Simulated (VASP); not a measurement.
Method: PBEsol GGA, VASP's PBE PAW potentials (set 64) (plane waves; VASP).

A VASP calculation is set up with these files.

**POSCAR**
```
Ga3As4B
1
    0.0056370235     5.4511398825     5.4543376933
    5.4511398825     0.0056370235     5.4543376933
    2.7283884530     2.7283884530     0.0000000000
Ga As B
3 4 1
Direct
  0.9989509777   0.9989509777   0.0020980446
  0.0000244856   0.5013479201   0.9986275943
  0.5013479201   0.0000244856   0.9986275943
  0.1249398977   0.1249398977   0.2501202045
  0.1577982896   0.6133905300   0.2288111804
  0.6133905300   0.1577982896   0.2288111804
  0.6065394570   0.6065394570   0.2869210860
  0.4970084423   0.4970084423   0.0059831154
```

### KPOINTS
```
Automatic mesh
0
Gamma
3 3 6
0 0 0
```

INCAR:
```
ALGO = Normal
NELM = 100   ! most electronic steps
LMAXMIX = 4
ENCUT = 520   ! plane-wave cut-off (eV)
IBRION = 2
SYSTEM = Ga3As4B
GGA = PS   ! PBEsol
LWAVE = .False.
ISMEAR = 0
ISIF = 3
NSW = 60
LREAL = .False.
PREC = Accurate
SIGMA = 0.05
EDIFFG = -0.02   ! ionic stop
LASPH = .True.
LCHARG = .False.
EDIFF = 1E-6   ! SCF stop (eV)
```

POTCAR, in this order: Ga_d As B (PBE.64 set). Program: vasp_std.

The run wrote:

**OUTCAR**
```
 ion  position               nearest neighbor table
   1  0.999  0.999  0.002-   4 2.37   4 2.37   6 2.43   5 2.43
   2  0.000  0.501  0.999-   4 2.37   5 2.43   5 2.43   7 2.48
   3  0.501  0.000  0.999-   4 2.37   6 2.43   6 2.43   7 2.48
   4  0.125  0.125  0.250-   2 2.37   3 2.37   1 2.37   1 2.37
   5  0.158  0.613  0.229-   8 2.13   2 2.43   2 2.43   1 2.43
   6  0.613  0.158  0.229-   8 2.13   3 2.43   3 2.43   1 2.43
   7  0.607  0.607  0.287-   8 2.27   8 2.27   3 2.48   2 2.48
   8  0.497  0.497  0.006-   5 2.13   6 2.13   7 2.27   7 2.27
  LATTYP: Found a base centered orthorhombic cell.
 ALAT       =     7.7011039971
 B/A-ratio  =     1.4165079956
 C/A-ratio  =     0.5010351704
 Subroutine PRICEL returns:
 Original cell was already a primitive cell.
 Subroutine GETGRP returns: Found  4 space group operations
The static configuration has the point symmetry C_2v.
The dynamic configuration has the point symmetry C_2v.
 Subroutine INISYM returns: Found  4 space group operations
 Subroutine IBZKPT returns following result:
 Found     16 irreducible k-points:

 Following reciprocal coordinates:
            Coordinates               Weight
  0.000000  0.000000  0.000000      1.000000
  0.333333  0.000000  0.000000      4.000000
  0.333333  0.333333  0.000000      2.000000
 -0.333333  0.333333  0.000000      2.000000
 -0.000000 -0.000000  0.166667      4.000000
  0.333333 -0.000000  0.166667      4.000000
 -0.333333  0.000000  0.166667      8.000000
 -0.333333 -0.333333  0.166667      2.000000
  0.000000  0.000000  0.333333      4.000000
  0.333333 -0.000000  0.333333      8.000000
 -0.333333  0.000000  0.333333      4.000000
  0.333333  0.333333  0.333333      2.000000
  0.000000  0.000000  0.500000      1.000000
  0.333333 -0.000000  0.500000      4.000000
  0.333333  0.333333  0.500000      2.000000
 -0.333333  0.333333  0.500000      2.000000
   k-points           NKPTS =     16   k-points in BZ     NKDIM =     16   number of bands    NBANDS=     37
   number of dos      NEDOS =    301   number of ions     NIONS =      8
   total plane-waves  NPLWV = 108000
   dimension x,y,z NGX =    60 NGY =   60 NGZ =   30
   dimension x,y,z NGXF=   120 NGYF=  120 NGZF=   60
   ions per type =               3   4   1
   PREC   = accura    normal or accurate (medium, high low for compatibility)
   ISTART =      0    job   : 0-new  1-cont  2-samecut
   ICHARG =      2    charge: 1-file 2-atom 10-const
   ISPIN  =      1    spin polarized calculation?
   LNONCOLLINEAR =      F non collinear calculations
   LSORBIT =      F    spin-orbit coupling
   INIWAV =      1    electr: 0-lowe 1-rand  2-diag
   ENCUT  =  520.0 eV  38.22 Ry    6.18 a.u.  14.34 14.34  7.17*2*pi/ulx,y,z
   NELM   =    100;   NELMIN=  2; NELMDL= -5     # of ELM steps
   EDIFF  = 0.1E-05   stopping-criterion for ELM
   LREAL  =      F    real-space projection
   NLSPLINE    = F    spline interpolate recip. space projectors
   LMAXMIX     =    4 max onsite mixed and CHGCAR
   VOSKOWN=      0    Vosko Wilk Nusair interpolation
   EDIFFG = -.2E-01   stopping-criterion for IOM
   NSW    =     60    number of steps for IOM
   NBLOCK =      1;   KBLOCK =     60    inner block; outer block
   IBRION =      2    ionic relax: 0-MD 1-quasi-New 2-CG
   NFREE  =      1    steps in history (QN), initial steepest desc. (CG)
   ISIF   =      3    stress and relaxation
   ISYM   =      2    0-nonsym 1-usesym 2-fastsym
   TEIN   =    0.0    initial temperature
   TEBEG  =    0.0;   TEEND  =   0.0 temperature during run
   SMASS  =  -3.00    Nose mass-parameter (am)
   PSTRESS=    0.0 pullay stress
   NELECT =      62.0000    total number of electrons
   EFERMI =   0.00;   METHOD = LEGACY
   ISMEAR =     0;   SIGMA  =   0.05  broadening in eV -4-tet -1-fermi 0-gaus
   IALGO  =     38    algorithm
...
```

**OSZICAR**
```
       N       E                     dE             d eps       ncg     rms          rms(c)
DAV:   1     0.514814751493E+03    0.51481E+03   -0.28549E+04  1244   0.225E+03
DAV:   2     0.378290569081E+02   -0.47699E+03   -0.46438E+03  1290   0.552E+02
DAV:   3    -0.349865176674E+02   -0.72816E+02   -0.69945E+02  1467   0.161E+02
DAV:   4    -0.390679954659E+02   -0.40815E+01   -0.40386E+01  1472   0.381E+01
DAV:   5    -0.391669296759E+02   -0.98934E-01   -0.98595E-01  1442   0.572E+00    0.639E+00
DAV:   6    -0.384379415342E+02    0.72899E+00   -0.13474E+00  1681   0.141E+01    0.359E+00
DAV:   7    -0.382914120625E+02    0.14653E+00   -0.60768E-01  1374   0.413E+00    0.125E+00
DAV:   8    -0.382862855800E+02    0.51265E-02   -0.96906E-02  1497   0.273E+00    0.455E-01
DAV:   9    -0.382865160637E+02   -0.23048E-03   -0.78656E-03  1434   0.148E+00    0.194E-01
DAV:  10    -0.382867571782E+02   -0.24111E-03   -0.25521E-03  1440   0.601E-01    0.510E-02
DAV:  11    -0.382868465395E+02   -0.89361E-04   -0.41214E-04  1375   0.334E-01    0.252E-02
DAV:  12    -0.382868835697E+02   -0.37030E-04   -0.12665E-04  1466   0.140E-01    0.124E-02
DAV:  13    -0.382868877362E+02   -0.41664E-05   -0.29006E-05  1326   0.101E-01    0.540E-03
DAV:  14    -0.382868887794E+02   -0.10432E-05   -0.11233E-05  1485   0.493E-02    0.187E-03
DAV:  15    -0.382868890930E+02   -0.31361E-06   -0.34815E-06  1025   0.219E-02
   1 F= -.38286889E+02 E0= -.38286880E+02  d E =-.382869E+02
       N       E                     dE             d eps       ncg     rms          rms(c)
DAV:   1    -0.382916740704E+02   -0.47853E-02   -0.13387E-01  1315   0.231E+00    0.400E-01
DAV:   2    -0.382894294985E+02    0.22446E-02   -0.12615E-02  1447   0.136E+00    0.231E-01
DAV:   3    -0.382878537075E+02    0.15758E-02   -0.28375E-03  1372   0.498E-01    0.411E-02
DAV:   4    -0.382879321439E+02   -0.78436E-04   -0.10692E-03  1366   0.240E-01    0.171E-02
DAV:   5    -0.382879270611E+02    0.50828E-05   -0.60568E-05  1586   0.681E-02    0.858E-03
DAV:   6    -0.382879264566E+02    0.60451E-06   -0.12823E-05  1594   0.825E-02    0.247E-03
DAV:   7    -0.382879264949E+02   -0.38260E-07   -0.20050E-06   872   0.261E-02
   2 F= -.38287926E+02 E0= -.38287915E+02  d E =-.103740E-02
       N       E                     dE             d eps       ncg     rms          rms(c)
DAV:   1    -0.382879471986E+02   -0.20742E-04   -0.58817E-04  1320   0.152E-01    0.264E-02
DAV:   2    -0.382879375672E+02    0.96314E-05   -0.54589E-05  1447   0.901E-02    0.152E-02
DAV:   3    -0.382879308062E+02    0.67610E-05   -0.11769E-05  1334   0.323E-02    0.268E-03
DAV:   4    -0.382879312219E+02   -0.41569E-06   -0.50077E-06  1149   0.156E-02
   3 F= -.38287931E+02 E0= -.38287920E+02  d E =-.104213E-02
       N       E                     dE             d eps       ncg     rms          rms(c)
DAV:   1    -0.382889602470E+02   -0.10294E-02   -0.47929E-02  1426   0.125E+00    0.189E-01
DAV:   2    -0.382885940007E+02    0.36625E-03   -0.19380E-03  1559   0.456E-01    0.112E-01
DAV:   3    -0.382883311169E+02    0.26288E-03   -0.35912E-04  1714   0.215E-01    0.770E-03
DAV:   4    -0.382883421442E+02   -0.11027E-04   -0.12462E-04  1262   0.991E-02    0.566E-03
DAV:   5    -0.382883417787E+02    0.36552E-06   -0.48533E-06  1412   0.220E-02
   4 F= -.38288342E+02 E0= -.38288324E+02  d E =-.410557E-03
```

OUTCAR:
```
------------------------ aborting loop because EDIFF is reached ----------------------------------------
  FORCE on cell =-STRESS in cart. coord.  units (eV):
  Direction    XX          YY          ZZ          XY          YZ          ZX
  --------------------------------------------------------------------------------------
  Total       -0.0544519     -0.0544519      0.0370429      0.0196390      0.0000000     -0.0000000
  in kB       -0.5379386     -0.5379386      0.3659521      0.1940168      0.0000000     -0.0000000
  external PRESSURE =      -0.2366417 kB  Pullay stress =       0.0000000 kB
  volume of cell :      162.18
      direct lattice vectors                 reciprocal lattice vectors
    -0.004725527  5.444211598  5.471692325    -0.091761015  0.091761015  0.091379407
     5.444211598 -0.004725527  5.471692325     0.091761015 -0.091761015  0.091379407
     2.719743035  2.719743035  0.000000000     0.183840897  0.183840897 -0.182758814
 POSITION                                       TOTAL-FORCE (eV/Angst)
 -----------------------------------------------------------------------------------
      5.43949      5.43949     10.93079         0.000000      0.000000     -0.019735
      5.44490      2.71433      2.74325        -0.006364      0.006364     -0.010796
      2.71433      5.44490      2.74325         0.006364     -0.006364     -0.010796
      1.35987      1.35987      1.36659        -0.000000     -0.000000      0.001684
      3.96112      1.47837      4.21859        -0.002656      0.002656      0.010662
      1.47837      3.96112      4.21859         0.002656     -0.002656      0.010662
      4.07961      4.07961      6.63870        -0.000000     -0.000000      0.012228
      2.71974      2.71974      5.44208        -0.000000     -0.000000      0.006092
 -----------------------------------------------------------------------------------
    total drift:                                0.000004      0.000004      0.001528
  FREE ENERGIE OF THE ION-ELECTRON SYSTEM (eV)
  ---------------------------------------------------
  free  energy   TOTEN  =       -38.2883417787 eV

  energy  without entropy=      -38.2883069716  energy(sigma->0) =      -38.28832438

 reached required accuracy - stopping structural energy minimisation
```
(Selected blocks of OUTCAR.)

### CONTCAR
```
Ga3As4B
   1.00000000000000
    -0.0047255268674785    5.4442115978023429    5.4716923250500029
     5.4442115978023429   -0.0047255268674785    5.4716923250500029
     2.7197430354674323    2.7197430354674323    0.0000000000000000
  Ga              As              B
     3     4     1
Direct
     0.9988495594087892    0.9988495594087892    0.0023008811824146
     0.0001161662122377    0.5012367931030351    0.9986470406847272
     0.5012367931030351    0.0001161662122377    0.9986470406847272
     0.1248779253125170    0.1248779253125170    0.2502441492749713
     0.1576722541196213    0.6133124723954219    0.2290152734849570
     0.6133124723954219    0.1576722541196213    0.2290152734849570
     0.6066407871819590    0.6066407871819590    0.2867184256360748
     0.4972940422664189    0.4972940422664189    0.0054119154671623
```

### OUTCAR
```
 val. band max:        4.5027958122   @ k =   0.0000   0.0000   0.0000

 cond. band min:       4.6872343057   @ k =   0.0000   0.0000   0.0000


 Fermi energy:         4.5950150591

 k-point     1 :       0.0000    0.0000    0.0000
  band No.  band energies     occupation
      1     -10.6783      2.00000
      2     -10.5781      2.00000
      3     -10.5759      2.00000
      4     -10.5243      2.00000
      5     -10.5235      2.00000
      6     -10.5102      2.00000
      7     -10.5059      2.00000
      8     -10.4867      2.00000
      9     -10.4738      2.00000
     10     -10.4665      2.00000
     11     -10.4538      2.00000
     12     -10.4522      2.00000
     13     -10.4338      2.00000
     14     -10.4292      2.00000
     15     -10.3955      2.00000
     16      -9.0609      2.00000
     17      -7.0198      2.00000
     18      -7.0182      2.00000
     19      -6.1815      2.00000
     20      -3.1177      2.00000
     21      -2.8273      2.00000
     22      -2.7388      2.00000
     23       1.0150      2.00000
     24       1.1182      2.00000
     25       2.7231      2.00000
     26       2.7243      2.00000
     27       2.9730      2.00000
     28       3.4265      2.00000
     29       4.2255      2.00000
     30       4.3412      2.00000
     31       4.5028      1.99090
     32       4.6872      0.00910
     33       5.3513      0.00000
     34       5.4829      0.00000
     35       5.7711      0.00000
     36       5.9926      0.00000
     37       7.5285      0.00000

 k-point     2 :       0.3333    0.0000    0.0000
  band No.  band energies     occupation
      1     -10.6652      2.00000
      2     -10.5859      2.00000
      3     -10.5684      2.00000
      4     -10.5381      2.00000
      5     -10.5185      2.00000
      6     -10.5088      2.00000
      7     -10.5049      2.00000
      8     -10.4870      2.00000
      9     -10.4788      2.00000
     10     -10.4597      2.00000
     11     -10.4576      2.00000
...
```

The structure was generated: Ga3As4B was put into an ordered model structure (Amm2), which need not be its known phase. This run relaxes it. Symmetry was kept, so distortions that lower it aren't found. The start is the result of an earlier pass.
